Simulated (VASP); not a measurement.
Output of a VASP run:

**OSZICAR**
```
...
DAV:   4    -0.939629037492E+01    0.46123E-04   -0.25770E-04   892   0.993E-02    0.336E-02
DAV:   5    -0.939629629059E+01   -0.59157E-05   -0.32946E-05   857   0.361E-02    0.149E-02
DAV:   6    -0.939629760820E+01   -0.13176E-05   -0.14703E-06  1133   0.944E-03    0.857E-03
DAV:   7    -0.939629777615E+01   -0.16796E-06   -0.21644E-07   606   0.313E-03    0.216E-03
DAV:   8    -0.939629787144E+01   -0.95287E-07   -0.32558E-08   416   0.149E-03
   2 F= -.93962979E+01 E0= -.93962979E+01  d E =-.132613E-01
       N       E                     dE             d eps       ncg     rms          rms(c)
DAV:   1    -0.940572009807E+01   -0.94223E-02   -0.21394E+00   832   0.818E+00    0.138E+00
DAV:   2    -0.941248250389E+01   -0.67624E-02   -0.90122E-02   907   0.186E+00    0.297E-01
DAV:   3    -0.941153214766E+01    0.95036E-03   -0.18245E-03   972   0.317E-01    0.209E-01
DAV:   4    -0.941127039018E+01    0.26176E-03   -0.13680E-03   897   0.227E-01    0.805E-02
DAV:   5    -0.941129803347E+01   -0.27643E-04   -0.17016E-04   862   0.827E-02    0.354E-02
DAV:   6    -0.941130334566E+01   -0.53122E-05   -0.80504E-06  1088   0.220E-02    0.195E-02
DAV:   7    -0.941130353278E+01   -0.18712E-06   -0.13923E-06   882   0.748E-03    0.506E-03
DAV:   8    -0.941130376988E+01   -0.23711E-06   -0.12027E-07   631   0.268E-03    0.153E-03
DAV:   9    -0.941130377722E+01   -0.73386E-08   -0.18091E-08   416   0.112E-03
   3 F= -.94113038E+01 E0= -.94113038E+01  d E =-.282672E-01
       N       E                     dE             d eps       ncg     rms          rms(c)
DAV:   1    -0.941145700564E+01   -0.15324E-03   -0.88262E-02   832   0.166E+00    0.288E-01
DAV:   2    -0.941172393218E+01   -0.26693E-03   -0.37388E-03   927   0.379E-01    0.608E-02
DAV:   3    -0.941168362067E+01    0.40312E-04   -0.80127E-05   962   0.658E-02    0.433E-02
DAV:   4    -0.941167564110E+01    0.79796E-05   -0.60065E-05   892   0.475E-02    0.171E-02
DAV:   5    -0.941167733756E+01   -0.16965E-05   -0.80008E-06   867   0.179E-02    0.780E-03
DAV:   6    -0.941167783304E+01   -0.49549E-06   -0.35120E-07   967   0.463E-03    0.443E-03
DAV:   7    -0.941167787092E+01   -0.37876E-07   -0.58101E-08   441   0.162E-03
   4 F= -.94116779E+01 E0= -.94116779E+01  d E =-.286413E-01
       N       E                     dE             d eps       ncg     rms          rms(c)
DAV:   1    -0.941167898484E+01   -0.11518E-05   -0.24165E-03   832   0.275E-01    0.471E-02
DAV:   2    -0.941168517320E+01   -0.61884E-05   -0.10246E-04   927   0.627E-02    0.101E-02
DAV:   3    -0.941168345106E+01    0.17221E-05   -0.21975E-06   967   0.109E-02    0.729E-03
DAV:   4    -0.941168245513E+01    0.99593E-06   -0.16578E-06   897   0.789E-03    0.287E-03
DAV:   5    -0.941168238602E+01    0.69105E-07   -0.21312E-07   585   0.300E-03
   5 F= -.94116824E+01 E0= -.94116824E+01  d E =-.286459E-01
       N       E                     dE             d eps       ncg     rms          rms(c)
DAV:   1    -0.941181282221E+01   -0.13037E-03   -0.44413E-03   832   0.373E-01    0.361E-02
DAV:   2    -0.941179799468E+01    0.14828E-04   -0.11956E-04   932   0.706E-02    0.189E-02
DAV:   3    -0.941179096387E+01    0.70308E-05   -0.14098E-05   937   0.242E-02    0.869E-03
DAV:   4    -0.941179129176E+01   -0.32790E-06   -0.39469E-06   987   0.119E-02    0.276E-03
DAV:   5    -0.941179135831E+01   -0.66548E-07   -0.14656E-07   466   0.276E-03
   6 F= -.94117914E+01 E0= -.94117914E+01  d E =-.108972E-03
```

OUTCAR:
```
------------------------ aborting loop because EDIFF is reached ----------------------------------------
  FORCE on cell =-STRESS in cart. coord.  units (eV):
  Direction    XX          YY          ZZ          XY          YZ          ZX
  --------------------------------------------------------------------------------------
  Total       -0.5740356     -0.5740355     -0.5299327      0.0000000      0.0000000      0.0000000
  in kB       -8.1978070     -8.1978059     -7.5679730      0.0000000      0.0000000      0.0000000
  external PRESSURE =      -7.9878620 kB  Pullay stress =       0.0000000 kB
  volume of cell :      112.19
      direct lattice vectors                 reciprocal lattice vectors
     2.339103373 -4.051445619 -0.000000000     0.213757120 -0.123412739 -0.000000000
     2.339103373  4.051445619  0.000000000     0.213757120  0.123412739  0.000000000
    -0.000000000 -0.000000000  5.919190213    -0.000000000 -0.000000000  0.168942028
 POSITION                                       TOTAL-FORCE (eV/Angst)
 -----------------------------------------------------------------------------------
      2.94013     -3.01044      3.94613        -0.004597     -0.007963      0.000000
      3.47616     -0.00000      5.91919         0.009195      0.000000      0.000000
      2.94013      3.01044      1.97306        -0.004597      0.007963     -0.000000
 -----------------------------------------------------------------------------------
    total drift:                               -0.000163     -0.000405      0.000012
  FREE ENERGIE OF THE ION-ELECTRON SYSTEM (eV)
  ---------------------------------------------------
  free  energy   TOTEN  =        -9.4117913583 eV

  energy  without entropy=       -9.4117913583  energy(sigma->0) =       -9.41179136

 reached required accuracy - stopping structural energy minimisation
```
(Selected blocks of OUTCAR.)

**POSCAR**
```
Te
1
    2.3114436330    -4.0035374891     0.0000000000
    2.3114436330     4.0035374891     0.0000000000
    0.0000000000     0.0000000000     6.0617011127
Te
3
Direct
  0.0000000000   0.2671229771   0.6666670000
  0.7328770229   0.7328770229   0.0000000000
  0.2671229771   0.0000000000   0.3333330000
```

Problem. Write an INCAR and KPOINTS that could have produced this output.

Solution. This is not unique; one that fits is the input of the run itself, PBE GGA, plane waves, VASP's PBE PAW potentials (set 64).

### INCAR
```
! general
SYSTEM =Te
PREC   =Accurate
ENCUT  =520
LREAL  =.FALSE.
LASPH  =.TRUE.

! electronic loop
EDIFF  =1E-7
NELM   =100
ALGO   =Normal
LMAXMIX=4

! smearing
ISMEAR =0
SIGMA  =0.05

! functional
GGA    =PE

! ions
IBRION =2
NSW    =30
ISIF   =4
EDIFFG =-0.01

! output
LWAVE  =.FALSE.
LCHARG =.FALSE.
```

File KPOINTS:
```
K-points
0
Gamma
7 7 5
0 0 0
```

POTCAR, in this order: Te (PBE.64 set). Program: vasp_std.

The compound is Te in the trig structure. This cell is one point of a volume scan, at 1.06 of the reference volume. Symmetry was kept, so distortions that lower it aren't found.
